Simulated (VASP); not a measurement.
Input:

```yaml
crystal:
  lattice:
    - [3.94178, 0.00000, 0.00000]
    - [0.00000, 3.94178, 0.00000]
    - [0.00000, 0.00000, 3.94178]
  atoms:
    - { symbol: Ba, position: [0.00000, 0.00000, 0.00000] }
```

The numbers are results of r2SCAN meta-GGA, VASP's PBE PAW potentials (set 64) (plane waves; VASP), not measurements. Numerical set-up: 400 eV cut-off, 10×10×10 Γ-centred mesh, tetrahedra with Blöchl corrections, potentials Ba_sv.

Problem. Give the energies of bands 5 to 8 at the high-symmetry points, in eV from the Fermi level.

Solution. 
```csv
band,Γ,X,M,R
5,-2.66,-0.53,-1.09,-0.02
6,0.22,0.74,1.00,-0.02
7,0.22,0.85,3.38,-0.02
8,5.17,2.85,3.38,4.07
```

It has no gap at this level: it comes out as a metal or semimetal.

The structure was generated: Ba was put into the simple-cubic type (Pm-3m), which need not be its known phase. It was relaxed first, which changed the volume by -14 %.
